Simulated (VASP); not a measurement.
The system is InSbO2.

```
In Sb O
1.0
     4.20758    0.00000    0.00000
    -2.10379    3.64387    0.00000
     0.00000    0.00000    5.44763
In Sb O
1 1 2
Direct
  0.66667 0.33333 0.50000
  0.00000 0.00000 0.50000
  0.33333 0.66667 0.50000
  0.00000 0.00000 0.00000
```

The cell was built by a generator and needn't be a form met in nature.

| Property | Result |
| --- | --- |
| Program | VASP 6.6.1 |
| Task | relaxation of cell and atoms |
| Functional | PBE |
| Potentials or basis | VASP PAW PBE potentials, release 64 (In_d, Sb, O) |
| Cutoff | 520 eV |
| k mesh | 4 × 4 × 3 |
| Occupations | gaussian, width 0.15 eV |
| Spin | no spin polarisation |

At the start: pressure 17.2 GPa; volume 20.88 Å³/atom.

**Question.** Where does the relaxation end?

**Answer.** Over 6 steps the energy falls by 1126.2 meV/atom and the volume is 20.48 Å³/atom (-1.9 %); space group P-6m2 (No. 187, to 0.05 Å).

The path:
| step | energy change (eV) | largest force (eV/Å) | pressure (GPa) | volume (Å³) |
| --- | --- | --- | --- | --- |
| 1 | 0.0000 | 0.0000 | 17.17 | 83.52 |
| 2 | -3.2981 | 0.0000 | -12.10 | 108.17 |
| 3 | -3.4243 | 0.0000 | -9.63 | 101.54 |
| 4 | -4.4299 | 0.0000 | -1.95 | 85.20 |
| 5 | -4.4406 | 0.0000 | -2.94 | 86.30 |
| 6 | -4.5048 | 0.0000 | 0.25 | 81.92 |

Final structure:
```
CELL_PARAMETERS angstrom
4.75744 0.00000 0.00000
-2.37872 4.12007 0.00000
0.00000 0.00000 4.17937
ATOMIC_POSITIONS crystal
In 0.66667 0.33333 0.50000
Sb 0.00000 0.00000 0.50000
O 0.33333 0.66667 0.50000
O 0.00000 0.00000 0.00000
```

Caveat: the k mesh is coarse (spacing up to 0.43 Å⁻¹), so the values aren't converged.
